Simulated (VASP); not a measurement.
Data:

```yaml
crystal:
  lattice:
    - [0.00000, 2.20936, 2.20936]
    - [2.20936, 0.00000, 2.20936]
    - [2.20936, 2.20936, 0.00000]
  atoms:
    - { symbol: Hf, position: [0.00000, 0.00000, 0.00000] }
    - { symbol: N, position: [0.50000, 0.50000, 0.50000] }
```

Calculation: revTPSS meta-GGA, VASP's PBE PAW potentials (set 64) (plane waves; VASP 6.6.1). Numerical set-up: 520 eV cut-off, 14×14×14 Γ-centred mesh, first-order Methfessel-Paxton smearing of 0.10 eV, potentials Hf_pv N.

Unless said otherwise, spin-orbit coupling is left out, though it shifts the bands of the heavy elements here.

Q: What does the run give for the energy per atom (σ→0), pressure, band gap (on the k-mesh) with the smallest direct gap where there is one?

A: 
| Item | Result |
|---|---|
| band gap (on the k-mesh) | none (metal, semimetal or under 0.01 eV) |
| energy per atom (σ→0) | 6.760 eV/atom |
| pressure | 20.06 GPa |

Only differences to runs with the same potentials and settings are physical.

The compound is HfN in the rock salt structure. This cell is one point of a volume scan, at 0.94 of the reference volume. The electron count is odd and the run is not spin-polarised, which forces a metal.
